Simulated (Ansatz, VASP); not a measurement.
Na2Be in VASP and in Ansatz

Contents of INCAR:

```
PREC     = Accurate       # precision mode
ENCUT    = 520            # plane-wave cutoff, eV
EDIFF    = 1E-6           # SCF threshold, eV
ISMEAR   = 0              # smearing method
SIGMA    = 0.1            # smearing width, eV
LREAL    = False          # projectors in reciprocal space
LASPH    = True           # aspherical terms in the spheres
NELM     = 100            # most SCF steps
ALGO     = Normal         # electronic algorithm
ISIF     = 2              # what is computed and relaxed
LWAVE    = False          # write WAVECAR
LCHARG   = True           # write CHGCAR
GGA      = PE             # functional
LELF     = True           # ELF
LVHAR    = True         
NBANDS   = 15             # bands
```

The input KPOINTS:

```
regular mesh
0
Gamma
  6 6 6
```

The input POSCAR:

```
Na2Be
1.0
    4.2074010116      0.0000000000      0.0000000000
   -2.1037005059      3.6437161600      0.0000000000
    0.0000000000      0.0000000000      2.9593352481
Na Be
2 1
Direct
    0.3333333333      0.6666666667      0.5000000000
    0.6666666667      0.3333333333      0.5000000000
    0.0000000000      0.0000000000      0.0000000000
```

Input for Ansatz:

```yaml
crystal:
  lattice:
    - [4.2074010116, 0.0, 0.0]
    - [-2.1037005059, 3.64371616, 0.0]
    - [0.0, 0.0, 2.9593352481]
  atoms:
    - { symbol: Na, position: [0.3333333333, 0.6666666667, 0.5] }
    - { symbol: Na, position: [0.6666666667, 0.3333333333, 0.5] }
    - { symbol: Be, position: [0.0, 0.0, 0.0] }
basis:
  ecutwfc: 420
kpoints:
  mp_grid: { grid: [6, 6, 6] }
hamiltonian:
  xc: pbe
scf:
  occupations: { method: gaussian, width: 0.1 }
  lower_state_search: "off"
output:
  forces: true
  stress: true
  eigenvalues: true
```

Alike in both runs: task single point; functional PBE; k mesh 6 × 6 × 6; occupations gaussian, width 0.1 eV; no spin polarisation.

|  | VASP | Ansatz |
| --- | --- | --- |
| version | VASP 6.6.1 | Ansatz 0.2.0 |
| potentials or method | VASP PAW PBE potentials, release 64 (Na_pv, Be) | scalar-relativistic, plane waves, PAW |
| plane-wave cutoff (eV) | 520 | 420 |
| valence electrons in the cell | 16 | 20 |

|  | VASP | Ansatz | Ansatz less VASP |
| --- | --- | --- | --- |
| gap on the k mesh at the Fermi level (eV) | none | none | - |
| pressure (GPa) | 16.2 | 16.1 | -0.09 |
| largest component of the traceless stress (GPa) | 9.64 | 9.61 | -0.030 |

A gap of «none» marks a metal or a gap that the smearing closes. With one functional, cell and mesh, what is left measures potentials, basis and numerics. The two sets of potentials don't hold the same shells in valence.

Caveats: so large a pressure means that the cell lies far from this level's equilibrium, or that cutoff or potentials fall short (VASP).
